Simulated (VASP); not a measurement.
Given:

```
CELL_PARAMETERS angstrom
      6.30389     0.00000     0.00000
      0.00000     6.30389     0.00000
      0.00000     0.00000     6.30389
ATOMIC_POSITIONS crystal
  In 0.99213 0.99213 0.99213
  In 0.50787 0.50787 0.99213
  In 0.50787 0.99213 0.50787
  In 0.99213 0.50787 0.50787
  Sb 0.25000 0.25000 0.25000
  As 0.75000 0.75000 0.25000
  As 0.75000 0.25000 0.75000
  As 0.25000 0.75000 0.75000
```

These are PBE GGA, VASP's PBE PAW potentials (set 64) (plane waves; VASP) values and carry that method's errors. Numerical set-up: 400 eV cut-off, Gaussian smearing of 0.050 eV, potentials In_d Sb As.

**Question.** Give the energies of bands 29 to 42 at the high-symmetry points, in eV from the Fermi level.

**Answer.** 
```tsv
band	Γ	X	M	R
29	-2.16	-2.68	-2.69	-1.18
30	-2.16	-2.68	-2.54	-1.18
31	-2.08	-2.56	-2.54	-1.01
32	-2.08	-2.54	-2.46	-1.01
33	-2.08	-1.46	-1.23	-1.01
34	-0.69	-1.46	-1.04	-0.65
35	0.00	-1.13	-0.79	-0.65
36	0.00	-1.13	-0.79	-0.65
37	0.00	1.96	2.04	0.48
38	1.55	2.09	2.04	0.48
39	1.63	2.31	2.26	0.48
40	1.63	2.66	2.53	1.22
41	1.81	3.66	4.30	4.29
42	1.81	3.66	4.65	4.30
```

It has no gap at this level: it comes out as a metal or semimetal.

The structure was generated: In4As3Sb was put into an ordered model structure (P-43m), which need not be its known phase. It was relaxed first, which changed the volume by +7 %.
